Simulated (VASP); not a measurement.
MgTi3O4:

```
CELL_PARAMETERS angstrom
4.50000 0.00000 0.00000
0.00000 4.50000 0.00000
0.00000 0.00000 4.50000
ATOMIC_POSITIONS crystal
Mg 0.00000 0.00000 0.00000
Ti 0.50000 0.00000 0.50000
Ti 0.50000 0.50000 0.00000
Ti 0.00000 0.50000 0.50000
O 0.50000 0.00000 0.00000
O 0.00000 0.50000 0.00000
O 0.00000 0.00000 0.50000
O 0.50000 0.50000 0.50000
```

The cell was built by a generator and needn't be a form met in nature.

| Quantity | Value |
| --- | --- |
| Program | VASP 6.6.1 |
| Task | relaxation of cell and atoms |
| Functional | PBE |
| Potentials or basis | VASP PAW PBE potentials, release 64 (Mg, Ti_sv, O) |
| Cutoff | 520 eV |
| k mesh | 3 × 3 × 3 |
| Occupations | gaussian, width 0.15 eV |
| Spin | no spin polarisation |

At the start: pressure -19.8 GPa; volume 11.39 Å³/atom.

**Question.** Where does the relaxation end?

**Answer.** Over 3 steps the energy falls by 101.1 meV/atom and the volume is 9.93 Å³/atom (-12.8 %); space group Pm-3m (No. 221, to 0.05 Å).

Step by step:
```
step  energy change (eV)  largest force (eV/Å)  pressure (GPa)  volume (Å³)
   1              0.0000                0.0000          -19.81        91.12
   2             -0.5482                0.0000           16.11        73.79
   3             -0.8087                0.0000           -0.48        79.44
```

Final structure:
```xyz
8
Lattice="4.2988 0.0000 0.0000 0.0000 4.2988 0.0000 0.0000 0.0000 4.2988" Properties=species:S:1:pos:R:3 pbc="T T T"
Mg    0.0000    0.0000    0.0000
Ti    2.1494    0.0000    2.1494
Ti    2.1494    2.1494    0.0000
Ti    0.0000    2.1494    2.1494
O     2.1494    0.0000    0.0000
O     0.0000    2.1494    0.0000
O     0.0000    0.0000    2.1494
O     2.1494    2.1494    2.1494
```

Caveat: the k mesh is coarse (spacing up to 0.47 Å⁻¹), so the values aren't converged; the relaxation stopped at a loose force limit of 0.08 eV/Å, so its end isn't a converged minimum.
